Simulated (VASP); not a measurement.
Here is the system:

```
ZnS
1.0
    1.76549    -3.05793     0.00000
    1.76549     3.05793     0.00000
    0.00000     0.00000     5.86323
Zn S
2 2
Direct
  0.66667   0.33333   0.50231
  0.33333   0.66667   0.00231
  0.66667   0.33333   0.87269
  0.33333   0.66667   0.37269
```

These are LDA (Ceperley-Alder, Perdew-Zunger), VASP's LDA PAW potentials (set 64) (plane waves; VASP) values and carry that method's errors. Settings: 500 eV cut-off, 7×7×4 Γ-centred mesh, Gaussian smearing of 0.050 eV, potentials Zn S.

Task: Predict the energy per atom (σ→0), pressure.

Result: 
The energy per atom (σ→0) is -380.8 kJ/mol-atom and the pressure is 20.15 GPa.

The absolute energy has meaning only against runs of the same code, potentials and settings.

The compound is ZnS in the wurtzite structure, the high-temperature form. It was relaxed first under an external pressure of 20 GPa.
